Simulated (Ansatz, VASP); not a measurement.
## Two plane-wave programs on Cd3SbP

Contents of INCAR:

```
PREC = Accurate
ENCUT = 520
EDIFF = 1E-6
ISMEAR = 0
SIGMA = 0.05
LREAL = False
LASPH = True
NELM = 100
ALGO = Fast
ISIF = 2
LWAVE = False
LCHARG = False
GGA = PE
NBANDS = 31
```

File KPOINTS:

```
regular mesh
0
Gamma
  4 4 4
```

Contents of POSCAR:

```
Cd3SbP
1.0
    6.1652301787      0.0000000000      0.0000000000
    0.0000000000      6.1652301787      0.0000000000
    0.0000000000      0.0000000000      6.1652301787
P Sb Cd
1 1 3
Direct
    0.0000000000      0.0000000000      0.0000000000
    0.5000000000      0.5000000000      0.5000000000
    0.5000000000      0.5000000000      0.0000000000
    0.5000000000      0.0000000000      0.5000000000
    0.0000000000      0.5000000000      0.5000000000
```

Input for Ansatz:

```yaml
crystal:
  lattice:
    - [6.1652301787, 0.0, 0.0]
    - [0.0, 6.1652301787, 0.0]
    - [0.0, 0.0, 6.1652301787]
  atoms:
    - { symbol: P, position: [0.0, 0.0, 0.0] }
    - { symbol: Sb, position: [0.5, 0.5, 0.5] }
    - { symbol: Cd, position: [0.5, 0.5, 0.0] }
    - { symbol: Cd, position: [0.5, 0.0, 0.5] }
    - { symbol: Cd, position: [0.0, 0.5, 0.5] }
basis:
  ecutwfc: 420
kpoints:
  mp_grid: { grid: [4, 4, 4] }
hamiltonian:
  xc: pbe
scf:
  occupations: { method: gaussian, width: 0.05 }
output:
  forces: true
  stress: true
  eigenvalues: true
```

The cell comes from a database or a generator and needn't be the stable form of this composition.

Alike in both runs: task single point; functional PBE; k mesh 4 × 4 × 4; occupations gaussian, width 0.05 eV; no spin polarisation.

|  | VASP | Ansatz |
| --- | --- | --- |
| version | VASP 6.6.1 | Ansatz 0.2.0 |
| potentials or method | VASP PAW PBE potentials, release 64 (P, Sb, Cd) | scalar-relativistic, plane waves, PAW |
| plane-wave cutoff (eV) | 520 | 420 |
| valence electrons in the cell | 46 | 80 |

|  | VASP | Ansatz | Ansatz less VASP |
| --- | --- | --- | --- |
| gap on the k mesh at the Fermi level (eV) | none | none | - |
| pressure (GPa) | -3.8 | -3.8 | -0.03 |

A gap of «none» marks a metal or a gap that the smearing closes. The two sets of potentials don't hold the same shells in valence.

The runs have no spin-orbit coupling, so splittings on Sb are missing.
